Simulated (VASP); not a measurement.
Data:

```
CELL_PARAMETERS angstrom
      3.03549     0.00000     0.00000
     -1.51775     2.62882     0.00000
      0.00000     0.00000     8.03170
ATOMIC_POSITIONS crystal
  Ta 0.00000 0.00000 0.00000
  Ta 0.00000 0.00000 0.50000
  Si 0.33333 0.66667 0.25000
  Si 0.66667 0.33333 0.75000
```

The numbers are results of PBE GGA, VASP's PBE PAW potentials (set 64) (plane waves; VASP), not measurements. Settings: 400 eV cut-off, Gaussian smearing of 0.050 eV, potentials Ta_pv Si.

Unless said otherwise, spin-orbit coupling is left out, though it shifts the bands of the heavy elements here.

### Question
Estimate the band gap (along the path) with the smallest direct gap where there is one.

### Answer

| Item | Value |
|---|---|
| band gap (along the path) | none (metal, semimetal or under 0.01 eV) |

Total energies compare only between runs with the same potentials, cut-off and functional.

The structure was generated: TaSi was put into the NiAs type type (P6_3/mmc), which need not be its known phase. It was relaxed first, which changed the volume by -41 %.
